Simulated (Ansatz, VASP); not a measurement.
# One calculation of TiSi3Ni2, two programs

```
CELL_PARAMETERS angstrom
2.95386 0.00000 0.00000
0.00000 10.21118 0.00000
0.00000 0.00000 5.09892
ATOMIC_POSITIONS crystal
Ti 0.50000 0.50000 0.37701
Ti 0.00000 0.00000 0.62299
Si 0.50000 0.50000 0.87291
Si 0.50000 0.82792 0.85285
Si 0.50000 0.17208 0.85285
Si 0.00000 0.32792 0.14715
Si 0.00000 0.67208 0.14715
Si 0.00000 0.00000 0.12709
Ni 0.50000 0.82501 0.32687
Ni 0.50000 0.17499 0.32687
Ni 0.00000 0.32501 0.67313
Ni 0.00000 0.67499 0.67313
```

Alike in both runs: functional PBE; k mesh 12 × 4 × 8; occupations gaussian, width 0.1 eV; no spin polarisation.

Ansatz relaxed the structure, and its values are those at the end. VASP's run is a single point on that final structure, the one shown.

|  | VASP | Ansatz |
| --- | --- | --- |
| version | VASP 6.6.1 | Ansatz 0.2.0 |
| potentials or method | VASP PAW PBE potentials, release 64 (Ti_sv, Si, Ni) | scalar-relativistic, plane waves, PAW |
| plane-wave cutoff (eV) | 520 | 420 |
| valence electrons in the cell | 88 | 120 |

|  | VASP | Ansatz | Ansatz less VASP |
| --- | --- | --- | --- |
| gap on the k mesh at the Fermi level (eV) | none | none | - |
| pressure (GPa) | 0.1 | 0.0 | -0.10 |
| rms of the force components (eV/Å) | 0.006 | 0.002 | -0.0038 |

A gap of «none» marks a metal or a gap that the smearing closes. With one functional, cell and mesh, what is left measures potentials, basis and numerics. The two sets of potentials don't hold the same shells in valence.

Spin polarisation is off, so any magnetic state and its effect on volume and gap are missing.
